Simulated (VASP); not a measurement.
# CaS (relaxed from the rock salt structure, space group Fm-3m): computed properties

All values below come from PBE GGA, VASP's PBE PAW potentials (set 64) (plane waves; VASP).

- space group: Fm-3m (225)
- cell: a = b = c = 5.7163 Å, α = β = γ = 90.00°
- volume per atom: 23.35 Å³/atom
- band gap (over mesh and band path): 2.38 eV
- smallest direct gap (over mesh and band path): 3.18 eV
- band-edge character: indirect, Γ to X
- density: 2.57 g/cm³

```cif
data_CaS
_chemical_formula_sum 'Ca1 S1'
_space_group_name_H-M_alt 'P 1'
_space_group_IT_number 1
_cell_length_a 4.04204
_cell_length_b 4.04204
_cell_length_c 4.04204
_cell_angle_alpha 60.000
_cell_angle_beta 60.000
_cell_angle_gamma 60.000
loop_
_space_group_symop_operation_xyz
  'x, y, z'
loop_
_atom_site_label
_atom_site_type_symbol
_atom_site_fract_x
_atom_site_fract_y
_atom_site_fract_z
_atom_site_occupancy
Ca1 Ca 0.00000 0.00000 0.00000 1
S1 S 0.50000 0.50000 0.50000 1
```

The structure was generated: CaS was put into the rock salt type (Fm-3m), which need not be its known phase. It was relaxed first, which changed the volume by -16 %. Symmetry was kept, so distortions that lower it aren't found.
